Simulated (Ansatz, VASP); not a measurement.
**Two plane-wave programs on B12Ru**

Contents of INCAR:

```
PREC = Accurate ; ENCUT = 600
EDIFF = 1E-6 ; ISMEAR = 0
SIGMA = 0.1 ; LREAL = False
LASPH = True ; NELM = 100
ALGO = Normal ; ISIF = 3
LWAVE = False ; LCHARG = False
GGA = PE ; IBRION = 2
NSW = 100 ; EDIFFG = -0.01
```

Contents of KPOINTS:

```
Automatic mesh
0
Gamma
  10 10 10
```

The input POSCAR:

```
B12Ru
1.0
    0.0000000000      3.6915273358      3.6915273358
    3.6915273358      0.0000000000      3.6915273358
    3.6915273358      3.6915273358      0.0000000000
B Ru
12 1
Direct
    0.5000000000      0.5000000000      0.8411088528
    0.1588911472      0.5000000000      0.8411088528
    0.5000000000      0.1588911472      0.8411088528
    0.1588911472      0.8411088528      0.5000000000
    0.5000000000      0.8411088528      0.5000000000
    0.5000000000      0.8411088528      0.1588911472
    0.8411088528      0.1588911472      0.5000000000
    0.8411088528      0.5000000000      0.1588911472
    0.8411088528      0.5000000000      0.5000000000
    0.5000000000      0.5000000000      0.1588911472
    0.5000000000      0.1588911472      0.5000000000
    0.1588911472      0.5000000000      0.5000000000
    0.0000000000      0.0000000000      0.0000000000
```

Input for Ansatz:

```yaml
crystal:
  lattice:
    - [0.0, 3.6915273358, 3.6915273358]
    - [3.6915273358, 0.0, 3.6915273358]
    - [3.6915273358, 3.6915273358, 0.0]
  atoms:
    - { symbol: B, position: [0.5, 0.5, 0.8411088528] }
    - { symbol: B, position: [0.1588911472, 0.5, 0.8411088528] }
    - { symbol: B, position: [0.5, 0.1588911472, 0.8411088528] }
    - { symbol: B, position: [0.1588911472, 0.8411088528, 0.5] }
    - { symbol: B, position: [0.5, 0.8411088528, 0.5] }
    - { symbol: B, position: [0.5, 0.8411088528, 0.1588911472] }
    - { symbol: B, position: [0.8411088528, 0.1588911472, 0.5] }
    - { symbol: B, position: [0.8411088528, 0.5, 0.1588911472] }
    - { symbol: B, position: [0.8411088528, 0.5, 0.5] }
    - { symbol: B, position: [0.5, 0.5, 0.1588911472] }
    - { symbol: B, position: [0.5, 0.1588911472, 0.5] }
    - { symbol: B, position: [0.1588911472, 0.5, 0.5] }
    - { symbol: Ru, position: [0.0, 0.0, 0.0] }
basis:
  ecutwfc: 420
kpoints:
  mp_grid: { grid: [10, 10, 10] }
hamiltonian:
  xc: pbe
scf:
  occupations: { method: gaussian, width: 0.1 }
output:
  forces: true
  stress: true
  eigenvalues: true
relax:
  adjacent_minimum: "off"
  f_tol: 0.01
  max_steps: 80
  cell: { stress_tol: 0.05 }
```

Change from the starting cell: species swapped into the YbB12 type (Fm-3m, No. 225).

Alike in both runs: task relaxation of cell and atoms; functional PBE; k mesh 10 × 10 × 10; occupations gaussian, width 0.1 eV; no spin polarisation.

```csv
,VASP,Ansatz
version,VASP 6.6.1,Ansatz 0.2.0
potentials or method,"VASP PAW PBE potentials, release 64 (B, Ru_pv)","scalar-relativistic, plane waves, PAW"
plane-wave cutoff (eV),600,420
valence electrons in the cell,50,52
```

|  | VASP | Ansatz | Ansatz less VASP |
| --- | --- | --- | --- |
| gap on the k mesh at the Fermi level, each at its own relaxed structure (eV) | none | none | - |
| relaxed volume (Å³/atom) | 7.74 | 7.74 | +0.001 |
| relaxed cell length with the largest relative difference (Å) | 5.220 | 5.221 | +0.0002 |

A gap of «none» marks a metal or a gap that the smearing closes. The two sets of potentials don't hold the same shells in valence.
